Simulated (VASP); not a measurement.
Be4TeSe3:

```
Be Te Se
1.0
     3.71923   -0.03804   -0.02625
    -0.03804    3.69379   -0.07458
    -0.07398   -0.21016   10.66543
Be Te Se
4 1 3
Direct
  0.49334 0.04108 0.37898
  0.09265 0.43758 0.62495
  0.96057 0.47292 0.12387
  0.53040 0.98576 0.85121
  0.97119 0.02011 0.99117
  0.56877 0.45871 0.23965
  0.99999 0.97773 0.49219
  0.55019 0.53358 0.72730
```

The cell was built by a generator and needn't be a form met in nature.

- Program: VASP 6.6.1
- Task: relaxation of cell and atoms
- Functional: PBE
- Potentials or basis: VASP PAW PBE potentials, release 64 (Be, Te, Se)
- Cutoff: 520 eV
- k mesh: 5 × 5 × 2
- Occupations: gaussian, width 0.05 eV
- Spin: no spin polarisation

At the start: pressure 6.0 GPa; volume 18.31 Å³/atom.

**Question.** Where does the relaxation end?

**Answer.** Over 18 steps the energy falls by 234.7 meV/atom and the volume is 18.69 Å³/atom (+2.1 %); space group P-4m2 (No. 115, to 0.05 Å).

Step by step:
| step | energy change (eV) | largest force (eV/Å) | pressure (GPa) | volume (Å³) |
| --- | --- | --- | --- | --- |
| 1 | 0.0000 | 4.2475 | 6.00 | 146.44 |
| 2 | -1.2819 | 1.2226 | -3.86 | 161.32 |
| 3 | -1.2918 | 1.2341 | -3.25 | 159.75 |
| 4 | -1.6392 | 0.7200 | -1.16 | 152.89 |
| 5 | -1.7167 | 0.6284 | 0.85 | 148.18 |
| 6 | -1.7957 | 0.3546 | 0.38 | 148.86 |
| 7 | -1.8016 | 0.4212 | 0.27 | 149.10 |
| 8 | -1.8324 | 0.2847 | -0.21 | 150.10 |
| 9 | -1.8436 | 0.2572 | -0.77 | 151.31 |
| 10 | -1.8636 | 0.1973 | 0.13 | 149.30 |
| 11 | -1.8647 | 0.2232 | 0.40 | 148.69 |
| 12 | -1.8741 | 0.0885 | 0.08 | 149.45 |
| 13 | -1.8741 | 0.0916 | 0.06 | 149.49 |
| 14 | -1.8758 | 0.0484 | -0.09 | 149.82 |
| 15 | -1.8758 | 0.0511 | -0.16 | 149.92 |
| 16 | -1.8768 | 0.0531 | 0.03 | 149.49 |
| 17 | -1.8769 | 0.0541 | 0.11 | 149.34 |
| 18 | -1.8776 | 0.0259 | 0.02 | 149.54 |

Final structure:
```yaml
crystal:
  lattice:
    - [3.75871, 0.00133, -0.00206]
    - [0.00149, 3.76197, -0.00339]
    - [-0.00283, -0.00015, 10.57582]
  atoms:
    - { symbol: Be, position: [0.52108, 0.99045, 0.37138] }
    - { symbol: Be, position: [0.02248, 0.49113, 0.61115] }
    - { symbol: Be, position: [0.01860, 0.49195, 0.13185] }
    - { symbol: Be, position: [0.52149, 0.99015, 0.85021] }
    - { symbol: Te, position: [0.02057, 0.99172, 0.99112] }
    - { symbol: Se, position: [0.51897, 0.49129, 0.25119] }
    - { symbol: Se, position: [0.02151, 0.99082, 0.49137] }
    - { symbol: Se, position: [0.52240, 0.48996, 0.73104] }
```
